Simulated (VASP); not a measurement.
VASP ran on this input.

File POSCAR:
```
BP
1
    0.0000000000     2.2660700000     2.2660700000
    2.2660700000     0.0000000000     2.2660700000
    2.2660700000     2.2660700000     0.0000000000
B P
1 1
Direct
  0.0000000000   0.0000000000   0.0000000000
  0.2500000000   0.2500000000   0.2500000000
```

KPOINTS:
```
Automatic mesh
0
Gamma
10 10 10
0 0 0
```

INCAR:
```
ALGO=Normal
EDIFF=1E-6
ENCUT=400
GGA=PE
ISIF=2
ISMEAR=0
LASPH=.TRUE.
LCHARG=.FALSE.
LREAL=.FALSE.
LWAVE=.FALSE.
NELM=100
PREC=Accurate
SIGMA=0.01
SYSTEM=BP
```

POTCAR, in this order: B P (PBE.64 set). Program: vasp_std.

Question: Write an equivalent input for Quantum ESPRESSO's pw.x.

Answer: One equivalent input (not run):
```
&CONTROL
  calculation = 'scf'
  pseudo_dir = './pseudo'
  outdir = './out'
  tprnfor = .true.
  tstress = .true.
/
&SYSTEM
  ibrav = 0
  nat = 2
  ntyp = 2
  ecutwfc = 76
  occupations = 'smearing'
  smearing = 'gaussian'
  degauss = 0.000735
  input_dft = 'pbe'
/
&ELECTRONS
  conv_thr = 7.3e-08
  electron_maxstep = 100
/
ATOMIC_SPECIES
  B 10.810 B.upf
  P 30.974 P.upf
CELL_PARAMETERS angstrom
     0.0000000    2.2660700    2.2660700
     2.2660700    0.0000000    2.2660700
     2.2660700    2.2660700    0.0000000
ATOMIC_POSITIONS crystal
  B    0.0000000  0.0000000  0.0000000
  P    0.2500000  0.2500000  0.2500000
K_POINTS automatic
  10 10 10 0 0 0
```
The two are equivalent in intent, not identical: the potentials are each code's own (VASP's PAW set, PseudoDojo norm-conserving files in pw.x), so ENCUT and ecutwfc are chosen apart and not converted; conv_thr bounds pw.x's estimated SCF error, while EDIFF bounds the energy change between steps.

The structure comes from a computed database's BP entry; how it stands against other phases isn't given here. The cell was not relaxed at this level.
